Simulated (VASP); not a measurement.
The input files of a VASP run:

**POSCAR**
```
CdF2
1
   -0.0000000000     2.4762680712     2.4762680712
    2.4762680712     0.0000000000     2.4762680712
    2.4762680712     2.4762680712    -0.0000000000
Cd F
1 2
Direct
  0.0000000000   1.0000000000   0.0000000000
  0.2500000000   0.2500000000   0.2500000000
  0.7500000000   0.7500000000   0.7500000000
```

INCAR:
```
SYSTEM = CdF2
PREC = Accurate
ENCUT = 620
EDIFF = 1E-6
NELM = 100
ALGO = Normal
LREAL = .FALSE.
LASPH = .TRUE.
ISMEAR = 0
SIGMA = 0.05
LMAXMIX = 4
LWAVE = .FALSE.
LCHARG = .FALSE.
IBRION = 2
ISIF = 3
NSW = 40
EDIFFG = -0.02
PSTRESS = 450
```

### KPOINTS
```
Automatic mesh
0
gamma
8 8 8
0 0 0
```

POTCAR, in this order: Cd F (LDA.64 set). Program: vasp_std.

Q: Write an equivalent input for Quantum ESPRESSO's pw.x.

A: One equivalent input (not run):
```
&CONTROL
  calculation = 'vc-relax'
  pseudo_dir = './pseudo'
  outdir = './out'
  tprnfor = .true.
  tstress = .true.
  nstep = 40
  forc_conv_thr = 0.00078
/
&SYSTEM
  ibrav = 0
  nat = 3
  ntyp = 2
  ecutwfc = 102
  occupations = 'smearing'
  smearing = 'gaussian'
  degauss = 0.003675
  input_dft = 'pz'
/
&ELECTRONS
  conv_thr = 7.3e-08
  electron_maxstep = 100
/
&IONS
/
&CELL
  press = 450
/
ATOMIC_SPECIES
  Cd 112.414 Cd.upf
  F 18.998 F.upf
CELL_PARAMETERS angstrom
    -0.0000000    2.4762681    2.4762681
     2.4762681    0.0000000    2.4762681
     2.4762681    2.4762681   -0.0000000
ATOMIC_POSITIONS crystal
  Cd   0.0000000  1.0000000  0.0000000
  F    0.2500000  0.2500000  0.2500000
  F    0.7500000  0.7500000  0.7500000
K_POINTS automatic
  8 8 8 0 0 0
```
What does not carry over: the potentials are each code's own (VASP's PAW set, PseudoDojo norm-conserving files in pw.x), so ENCUT and ecutwfc are chosen apart and not converted; conv_thr bounds pw.x's estimated SCF error, while EDIFF bounds the energy change between steps; forc_conv_thr acts on force components and is met together with etot_conv_thr.

The compound is CdF2 in the fluorite structure. It was relaxed first under an external pressure of 45 GPa.
